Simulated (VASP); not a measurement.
An input for Quantum ESPRESSO's pw.x (written as the equivalent of a VASP run, and not itself run):

```
&CONTROL
  calculation = 'scf'
  pseudo_dir = './pseudo'
  outdir = './out'
  tprnfor = .true.
  tstress = .true.
/
&SYSTEM
  ibrav = 0
  nat = 2
  ntyp = 2
  ecutwfc = 58
  occupations = 'tetrahedra'
  input_dft = 'vdw-df2'
/
&ELECTRONS
  conv_thr = 7.3e-09
  electron_maxstep = 100
/
ATOMIC_SPECIES
  Cs 132.905 Cs.upf
  Cl 35.450 Cl.upf
CELL_PARAMETERS angstrom
     4.2099919    0.0000000    0.0000000
     0.0000000    4.2099919    0.0000000
     0.0000000    0.0000000    4.2099919
ATOMIC_POSITIONS crystal
  Cs   0.0000000  0.0000000  0.0000000
  Cl   0.5000000  0.5000000  0.5000000
K_POINTS automatic
  7 7 7 0 0 0
```

**Question.** Write the VASP files for the same calculation (vdW-DF2).

**Answer.** This is not unique; one that fits is 
### POSCAR
```
CsCl
4.2099920
  0.9999999653   0.0000000000   0.0000000000
  0.0000000000   0.9999999653   0.0000000000
  0.0000000000   0.0000000000   0.9999999653
Cs Cl
1 1
direct
  0.0000000000   0.0000000000   0.0000000000
  0.5000000000   0.5000000000   0.5000000000
```

### INCAR
```
! general
SYSTEM   = CsCl
PREC     = Accurate
ENCUT    = 520
LREAL    = F   ! projection in real space or not
LASPH    = T

! electronic loop
EDIFF    = 1E-7   ! SCF stop (eV)
NELM     = 100
ALGO     = Normal
LMAXMIX  = 4   ! l cut-off of mixed one-centre charges

! smearing
ISMEAR   = -5

! functional
GGA      = ML
LUSE_VDW = T
AGGAC    = 0.0
ZAB_VDW  = -1.8867

! ions
ISIF     = 2

! output
LWAVE    = F
LCHARG   = T
LORBIT   = 11   ! lm-projected
NEDOS    = 601   ! DOS grid
```

### KPOINTS
```
K-points
0
G
  7 7 7
```

POTCAR, in this order: Cs_sv Cl (PBE.64 set). Program: vasp_std.

What does not carry over: the potentials are each code's own (VASP's PAW set, PseudoDojo norm-conserving files in pw.x), so ENCUT and ecutwfc are chosen apart and not converted; conv_thr bounds pw.x's estimated SCF error, while EDIFF bounds the energy change between steps.

The compound is CsCl in the CsCl type structure. It was relaxed first, which changed the volume by +7 %.
